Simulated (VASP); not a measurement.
All values below come from PBEsol GGA, VASP's PBE PAW potentials (set 64) (plane waves; VASP).

The input files of a VASP run:

INCAR:
```
SYSTEM = CaF2
PREC = Accurate
ENCUT = 620
EDIFF = 1E-6
NELM = 100
ALGO = Normal
LREAL = .FALSE.
LASPH = .TRUE.
ISMEAR = 0
SIGMA = 0.05
GGA = PS
LWAVE = .FALSE.
LCHARG = .FALSE.
IBRION = 2
ISIF = 3
NSW = 40
EDIFFG = -0.02
PSTRESS = 50
```

### POSCAR
```
CaF2
1.0
  0.0000000000   2.7137071616   2.7137071616
  2.7137071616   0.0000000000   2.7137071616
  2.7137071616   2.7137071616   0.0000000000
Ca F
1 2
Cartesian
  0.0000000000   0.0000000000   0.0000000000
  1.3568535808   1.3568535808   1.3568535808
  4.0705607424   4.0705607424   4.0705607424
```

**KPOINTS**
```
Automatic mesh
0
Gamma
7 7 7
0 0 0
```

POTCAR, in this order: Ca_sv F (PBE.64 set). Program: vasp_std.

Energy and stress use the plane-wave basis of the starting cell.

**Question.** Estimate the energy per atom (σ→0), volume per atom.

**Answer.** 
```yaml
energy per atom (σ→0): -5.959 eV/atom
volume_per_atom: 12.64 Å³/atom
```

File OSZICAR:
```
...
DAV:   2    -0.178782864164E+02    0.17831E-01   -0.84257E-02   672   0.245E+00    0.281E-01
DAV:   3    -0.178764974519E+02    0.17890E-02   -0.32744E-03   904   0.728E-01    0.118E-01
DAV:   4    -0.178762564866E+02    0.24097E-03   -0.23897E-03  1000   0.393E-01    0.455E-02
DAV:   5    -0.178762615073E+02   -0.50208E-05   -0.37145E-05   720   0.634E-02    0.425E-02
DAV:   6    -0.178762996522E+02   -0.38145E-04   -0.62034E-05  1096   0.644E-02    0.126E-02
DAV:   7    -0.178762978204E+02    0.18318E-05   -0.59430E-06   800   0.324E-02    0.243E-03
DAV:   8    -0.178762974084E+02    0.41202E-06   -0.52429E-07   408   0.807E-03
   3 F= -.16693208E+02 E0= -.16693208E+02  d E =-.346761E-01
```

The compound is CaF2 in the fluorite structure. This run relaxes it under an external pressure of 5 GPa. Symmetry was kept, so distortions that lower it aren't found.
